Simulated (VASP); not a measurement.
Level of theory: TPSS meta-GGA, VASP's PBE PAW potentials (set 64) (plane waves; VASP).

Input for VASP

File KPOINTS:
```
Automatic mesh
0
Gamma
14 14 7
0 0 0
```

File POSCAR:
```
Zn
1.0
  1.3262689300  -2.2971655929   0.0000000000
  1.3262689300   2.2971655929   0.0000000000
  0.0000000000   0.0000000000   4.6542531054
Zn
2
direct
  0.3333330000   0.6666670000   0.2500000000
  0.6666670000   0.3333330000   0.7500000000
```

**INCAR**
```
SYSTEM = Zn
PREC = Accurate
ENCUT = 520
EDIFF = 1E-6
NELM = 100
ALGO = Normal
LREAL = .FALSE.
LASPH = .TRUE.
ISMEAR = 1
SIGMA = 0.1
METAGGA = TPSS
LMIXTAU = .TRUE.
LMAXMIX = 4
LWAVE = .FALSE.
LCHARG = .FALSE.
IBRION = 2
ISIF = 3
NSW = 60
EDIFFG = -0.01
```

POTCAR, in this order: Zn (PBE.64 set). Program: vasp_std.

Output

File OSZICAR:
```
...
DAV:   6    -0.182776138009E+02   -0.63456E-05   -0.39021E-06  3504   0.383E-02    0.844E-04
DAV:   7    -0.182776110477E+02    0.27533E-05   -0.24600E-07  1744   0.797E-03    0.236E-04
DAV:   8    -0.182776124214E+02   -0.13737E-05   -0.70238E-08  1608   0.416E-03    0.233E-04
DAV:   9    -0.182776120012E+02    0.42018E-06   -0.10174E-08  1600   0.204E-03
   4 F= -.18277612E+02 E0= -.18277601E+02  d E =0.174219E-02
       N       E                     dE             d eps       ncg     rms          rms(c)
DAV:   1    -0.183067159065E+02   -0.29103E-01   -0.33170E-01  3072   0.121E+01    0.118E+00
DAV:   2    -0.182817649617E+02    0.24951E-01   -0.78864E-02  3240   0.662E+00    0.390E-01
DAV:   3    -0.182804018796E+02    0.13631E-02   -0.15346E-03  3256   0.692E-01    0.213E-01
DAV:   4    -0.182787368287E+02    0.16651E-02   -0.73748E-04  4200   0.516E-01    0.220E-02
DAV:   5    -0.182792115408E+02   -0.47471E-03   -0.43561E-04  3864   0.396E-01    0.995E-03
DAV:   6    -0.182792284702E+02   -0.16929E-04   -0.16982E-05  3872   0.788E-02    0.183E-03
DAV:   7    -0.182792222212E+02    0.62490E-05   -0.18008E-06  2568   0.217E-02    0.616E-04
DAV:   8    -0.182792261527E+02   -0.39315E-05   -0.46960E-07  1712   0.110E-02    0.555E-04
DAV:   9    -0.182792251760E+02    0.97669E-06   -0.65312E-08  1600   0.505E-03
   5 F= -.18279225E+02 E0= -.18279225E+02  d E =0.129020E-03
       N       E                     dE             d eps       ncg     rms          rms(c)
DAV:   1    -0.182846320495E+02   -0.54059E-02   -0.62446E-02  3072   0.523E+00    0.513E-01
DAV:   2    -0.182799416383E+02    0.46904E-02   -0.15220E-02  3232   0.292E+00    0.168E-01
DAV:   3    -0.182796642723E+02    0.27737E-03   -0.30421E-04  3312   0.312E-01    0.927E-02
DAV:   4    -0.182793497846E+02    0.31449E-03   -0.13804E-04  4168   0.224E-01    0.923E-03
DAV:   5    -0.182794307582E+02   -0.80974E-04   -0.82747E-05  3832   0.172E-01    0.451E-03
DAV:   6    -0.182794364373E+02   -0.56791E-05   -0.34495E-06  3320   0.359E-02    0.768E-04
DAV:   7    -0.182794335117E+02    0.29256E-05   -0.35679E-07  1760   0.989E-03    0.475E-04
DAV:   8    -0.182794350169E+02   -0.15052E-05   -0.93504E-08  1600   0.550E-03    0.276E-04
DAV:   9    -0.182794346687E+02    0.34818E-06   -0.13558E-08  1576   0.235E-03
   6 F= -.18279435E+02 E0= -.18279440E+02  d E =-.804727E-04
       N       E                     dE             d eps       ncg     rms          rms(c)
DAV:   1    -0.182796355329E+02   -0.20052E-03   -0.23245E-03  3072   0.101E+00    0.992E-02
DAV:   2    -0.182794677320E+02    0.16780E-03   -0.57562E-04  3232   0.568E-01    0.323E-02
DAV:   3    -0.182794517673E+02    0.15965E-04   -0.11812E-05  3344   0.621E-02    0.179E-02
DAV:   4    -0.182794401292E+02    0.11638E-04   -0.51434E-06  4080   0.434E-02    0.177E-03
DAV:   5    -0.182794409647E+02   -0.83543E-06   -0.29346E-06  2664   0.336E-02
   7 F= -.18279441E+02 E0= -.18279447E+02  d E =-.867687E-04
       N       E                     dE             d eps       ncg     rms          rms(c)
DAV:   1    -0.182809892134E+02   -0.15491E-02   -0.18970E-02  3072   0.288E+00    0.284E-01
DAV:   2    -0.182795686187E+02    0.14206E-02   -0.46812E-03  3240   0.162E+00    0.928E-02
DAV:   3    -0.182794740523E+02    0.94566E-04   -0.94221E-05  3328   0.174E-01    0.513E-02
DAV:   4    -0.182793780716E+02    0.95981E-04   -0.41007E-05  4168   0.122E-01    0.495E-03
DAV:   5    -0.182793988225E+02   -0.20751E-04   -0.24828E-05  3808   0.941E-02    0.255E-03
DAV:   6    -0.182794013589E+02   -0.25364E-05   -0.97649E-07  1920   0.202E-02    0.305E-04
DAV:   7    -0.182793996683E+02    0.16906E-05   -0.30390E-07  1592   0.105E-02    0.104E-03
DAV:   8    -0.182794001842E+02   -0.51595E-06   -0.52842E-08  1560   0.467E-03
   8 F= -.18279400E+02 E0= -.18279410E+02  d E =-.459883E-04
       N       E                     dE             d eps       ncg     rms          rms(c)
DAV:   1    -0.182800423152E+02   -0.64265E-03   -0.72442E-03  3072   0.177E+00    0.175E-01
DAV:   2    -0.182794732375E+02    0.56908E-03   -0.18095E-03  3200   0.101E+00    0.570E-02
DAV:   3    -0.182794575988E+02    0.15639E-04   -0.37877E-05  3408   0.112E-01    0.317E-02
DAV:   4    -0.182794208477E+02    0.36751E-04   -0.15849E-05  4168   0.765E-02    0.304E-03
DAV:   5    -0.182794361690E+02   -0.15321E-04   -0.98540E-06  3720   0.594E-02    0.165E-03
DAV:   6    -0.182794354930E+02    0.67606E-06   -0.40168E-07  1584   0.131E-02
   9 F= -.18279435E+02 E0= -.18279443E+02  d E =-.812970E-04
       N       E                     dE             d eps       ncg     rms          rms(c)
DAV:   1    -0.182794586156E+02   -0.22447E-04   -0.23162E-04  3072   0.317E-01    0.312E-02
DAV:   2    -0.182794372659E+02    0.21350E-04   -0.58153E-05  3288   0.180E-01    0.991E-03
DAV:   3    -0.182794391214E+02   -0.18556E-05   -0.11866E-06  1688   0.211E-02    0.561E-03
DAV:   4    -0.182794373621E+02    0.17594E-05   -0.71348E-07  1840   0.189E-02    0.130E-03
DAV:   5    -0.182794390325E+02   -0.16704E-05   -0.45354E-07  1568   0.153E-02    0.395E-04
DAV:   6    -0.182794389243E+02    0.10819E-06   -0.56585E-08  1560   0.451E-03
  10 F= -.18279439E+02 E0= -.18279446E+02  d E =-.847284E-04
       N       E                     dE             d eps       ncg     rms          rms(c)
DAV:   1    -0.182794713762E+02   -0.32344E-04   -0.36490E-04  3072   0.398E-01    0.393E-02
DAV:   2    -0.182794400078E+02    0.31368E-04   -0.90470E-05  3264   0.225E-01    0.128E-02
DAV:   3    -0.182794413387E+02   -0.13309E-05   -0.17084E-06  1944   0.248E-02    0.713E-03
DAV:   4    -0.182794394158E+02    0.19229E-05   -0.93313E-07  2264   0.213E-02    0.136E-03
DAV:   5    -0.182794411125E+02   -0.16968E-05   -0.65368E-07  1576   0.183E-02    0.604E-04
DAV:   6    -0.182794409985E+02    0.11404E-06   -0.88462E-08  1560   0.568E-03
  11 F= -.18279441E+02 E0= -.18279448E+02  d E =-.868025E-04
       N       E                     dE             d eps       ncg     rms          rms(c)
DAV:   1    -0.182794489406E+02   -0.78281E-05   -0.91211E-05  3072   0.199E-01    0.197E-02
DAV:   2    -0.182794401957E+02    0.87449E-05   -0.22622E-05  3256   0.113E-01    0.638E-03
DAV:   3    -0.182794412386E+02   -0.10428E-05   -0.42386E-07  1536   0.124E-02    0.355E-03
DAV:   4    -0.182794407491E+02    0.48942E-06   -0.22903E-07  1536   0.110E-02
  12 F= -.18279441E+02 E0= -.18279448E+02  d E =-.865532E-04
       N       E                     dE             d eps       ncg     rms          rms(c)
DAV:   1    -0.182800991813E+02   -0.65794E-03   -0.13428E-02  3536   0.114E+00    0.155E-01
DAV:   2    -0.182796926487E+02    0.40653E-03   -0.30673E-04  3624   0.366E-01    0.930E-02
DAV:   3    -0.182795197612E+02    0.17289E-03   -0.25594E-04  4032   0.277E-01    0.791E-03
DAV:   4    -0.182795234491E+02   -0.36879E-05   -0.32906E-05  3288   0.670E-02    0.445E-03
DAV:   5    -0.182795231054E+02    0.34380E-06   -0.40690E-06  2792   0.467E-02
  13 F= -.18279523E+02 E0= -.18279526E+02  d E =-.823562E-04
       N       E                     dE             d eps       ncg     rms          rms(c)
DAV:   1    -0.182796059370E+02   -0.82488E-04   -0.18984E-03  3560   0.425E-01    0.576E-02
DAV:   2    -0.182795513582E+02    0.54579E-04   -0.38742E-05  3448   0.113E-01    0.346E-02
DAV:   3    -0.182795290866E+02    0.22272E-04   -0.30519E-05  4152   0.117E-01    0.272E-03
DAV:   4    -0.182795259256E+02    0.31609E-05   -0.51285E-06  3296   0.389E-02    0.201E-03
DAV:   5    -0.182795300379E+02   -0.41123E-05   -0.11029E-06  1848   0.215E-02    0.550E-04
DAV:   6    -0.182795290097E+02    0.10282E-05   -0.21725E-07  1536   0.103E-02    0.308E-04
DAV:   7    -0.182795294915E+02   -0.48180E-06   -0.16175E-08  1536   0.333E-03
  14 F= -.18279529E+02 E0= -.18279533E+02  d E =-.887423E-04
```

### OUTCAR
```
------------------------ aborting loop because EDIFF is reached ----------------------------------------
  FORCE on cell =-STRESS in cart. coord.  units (eV):
  Direction    XX          YY          ZZ          XY          YZ          ZX
  --------------------------------------------------------------------------------------
  Total       -0.0070473     -0.0070473      0.0061647      0.0000000      0.0000000      0.0000000
  in kB       -0.3998314     -0.3998316      0.3497553      0.0000000      0.0000000      0.0000000
  external PRESSURE =      -0.1499692 kB  Pullay stress =       0.0000000 kB
  volume of cell :       28.24
      direct lattice vectors                 reciprocal lattice vectors
     1.325724565 -2.296222724  0.000000000     0.377152248 -0.217748912  0.000000000
     1.325724565  2.296222724  0.000000000     0.377152248  0.217748912 -0.000000000
    -0.000000000  0.000000000  4.638314755    -0.000000000  0.000000000  0.215595546
 POSITION                                       TOTAL-FORCE (eV/Angst)
 -----------------------------------------------------------------------------------
      1.32572      0.76541      1.15958        -0.000000     -0.000000      0.000000
      1.32572     -0.76541      3.47874         0.000000      0.000000     -0.000000
 -----------------------------------------------------------------------------------
    total drift:                                0.000014      0.000069      0.000004
  FREE ENERGIE OF THE ION-ELECTRON SYSTEM (eV)
  ---------------------------------------------------
  free  energy   TOTEN  =       -18.2795294915 eV

  energy  without entropy=      -18.2795398052  energy(sigma->0) =      -18.27953293

 reached required accuracy - stopping structural energy minimisation
```
(Selected blocks of OUTCAR.)

CONTCAR:
```
Zn
   1.00000000000000
     1.3257245646123665   -2.2962227238671664    0.0000000000000000
     1.3257245646123665    2.2962227238671664    0.0000000000000000
    -0.0000000000000000    0.0000000000000000    4.6383147547697332
  Zn
     2
Direct
     0.3333330000000032    0.6666669999999968    0.2500000000000000
     0.6666669999999968    0.3333330000000032    0.7500000000000000
```

The compound is Zn in the hcp structure. This run relaxes it. Symmetry was kept, so distortions that lower it aren't found. The start is the result of an earlier pass.
